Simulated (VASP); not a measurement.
Level of theory: LDA (Ceperley-Alder, Perdew-Zunger), VASP's LDA PAW potentials (set 64) (plane waves; VASP).

Input for VASP

KPOINTS:
```
Automatic
0
Gamma
 8 8 8
```

### POSCAR
```
SnTe
4.4083740
  0.0000000000   0.7071067094   0.7071067094
  0.7071067094   0.0000000000   0.7071067094
  0.7071067094   0.7071067094   0.0000000000
Sn Te
1 1
Direct
  0.0000000000   0.0000000000   0.0000000000
  0.5000000000   0.5000000000   0.5000000000
```

INCAR:
```
ALGO  =  Normal
EDIFF  =  1E-7
ENCUT  =  520
ISIF  =  2
ISMEAR  =  -5
LASPH  =  .TRUE.
LCHARG  =  .TRUE.
LMAXMIX  =  4
LORBIT  =  11
LREAL  =  .FALSE.
LWAVE  =  .FALSE.
NEDOS  =  601
NELM  =  100
PREC  =  Accurate
SYSTEM  =  SnTe
```

POTCAR, in this order: Sn_d Te (LDA.64 set). Program: vasp_std.

The resulting files:

File OSZICAR:
```
       N       E                     dE             d eps       ncg     rms          rms(c)
DAV:   1     0.126523834415E+03    0.12652E+03   -0.97689E+03   812   0.166E+03
DAV:   2     0.270655753162E+01   -0.12382E+03   -0.12225E+03   830   0.373E+02
DAV:   3    -0.856671378827E+01   -0.11273E+02   -0.11242E+02  1094   0.101E+02
DAV:   4    -0.887496817282E+01   -0.30825E+00   -0.30816E+00   876   0.182E+01
DAV:   5    -0.888862479980E+01   -0.13657E-01   -0.13656E-01  1204   0.374E+00    0.513E+00
DAV:   6    -0.883655077952E+01    0.52074E-01   -0.10986E-01  1134   0.276E+00    0.324E+00
DAV:   7    -0.883196754892E+01    0.45832E-02   -0.42608E-02  1044   0.130E+00    0.661E-01
DAV:   8    -0.883096616901E+01    0.10014E-02   -0.72181E-03   974   0.795E-01    0.158E-01
DAV:   9    -0.883099978335E+01   -0.33614E-04   -0.57238E-04   964   0.245E-01    0.554E-02
DAV:  10    -0.883098137113E+01    0.18412E-04   -0.62117E-05  1006   0.795E-02    0.254E-02
DAV:  11    -0.883098162101E+01   -0.24988E-06   -0.29717E-05   976   0.484E-02    0.153E-02
DAV:  12    -0.883098084785E+01    0.77316E-06   -0.36735E-06   956   0.174E-02    0.955E-03
DAV:  13    -0.883098082302E+01    0.24828E-07   -0.28745E-07   854   0.354E-03
   1 F= -.88309808E+01 E0= -.88309808E+01  d E =0.000000E+00
```

**OUTCAR**
```
------------------------ aborting loop because EDIFF is reached ----------------------------------------
  FORCE on cell =-STRESS in cart. coord.  units (eV):
  Direction    XX          YY          ZZ          XY          YZ          ZX
  --------------------------------------------------------------------------------------
  Total        0.0351255      0.0351255      0.0351255      0.0000000     -0.0000000     -0.0000000
  in kB        0.9289936      0.9289936      0.9289936      0.0000000     -0.0000000     -0.0000000
  external PRESSURE =       0.9289936 kB  Pullay stress =       0.0000000 kB
  volume of cell :       60.58
      direct lattice vectors                 reciprocal lattice vectors
     0.000000000  3.117190833  3.117190833    -0.160400831  0.160400831  0.160400831
     3.117190833  0.000000000  3.117190833     0.160400831 -0.160400831  0.160400831
     3.117190833  3.117190833  0.000000000     0.160400831  0.160400831 -0.160400831
 POSITION                                       TOTAL-FORCE (eV/Angst)
 -----------------------------------------------------------------------------------
      0.00000      0.00000      0.00000        -0.000000      0.000000     -0.000000
      3.11719      3.11719      3.11719         0.000000     -0.000000      0.000000
 -----------------------------------------------------------------------------------
    total drift:                               -0.000000      0.000000      0.000000
  FREE ENERGIE OF THE ION-ELECTRON SYSTEM (eV)
  ---------------------------------------------------
  free  energy   TOTEN  =        -8.8309808230 eV

  energy  without entropy=       -8.8309808230  energy(sigma->0) =       -8.83098082

 total charge

# of ion       s       p       d       tot
------------------------------------------
    1        1.372   0.780   9.988  12.139
    2        1.393   1.974   0.035   3.401
--------------------------------------------------
tot          2.764   2.754  10.023  15.541
```
(Selected blocks of OUTCAR.)

The compound is SnTe in the rock salt structure, which distorts at low temperature. It was relaxed first.
